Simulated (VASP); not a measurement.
Input:

```yaml
crystal:
  lattice:
    - [0.00000, 3.17820, 3.17820]
    - [3.17820, 0.00000, 3.17820]
    - [3.17820, 3.17820, 0.00000]
  atoms:
    - { symbol: Sn, position: [0.00000, 0.00000, 0.00000] }
    - { symbol: Te, position: [0.50000, 0.50000, 0.50000] }
```

These are optB86b-vdW, VASP's PBE PAW potentials (set 64) (plane waves; VASP) values and carry that method's errors. Run with 520 eV cut-off, Gaussian smearing of 0.050 eV, potentials Sn_d Te.

Unless said otherwise, spin-orbit coupling is left out, though it shifts the bands of the heavy elements here.

Problem. What does the run give for the band gap (along the path) with the smallest direct gap where there is one?

Solution. 
```json
{
  "band gap (along the path)": "none (metal, semimetal or under 0.01 eV)"
}
```

Only differences to runs with the same potentials and settings are physical.

The compound is SnTe in the rock salt structure, which distorts at low temperature. It was relaxed first.
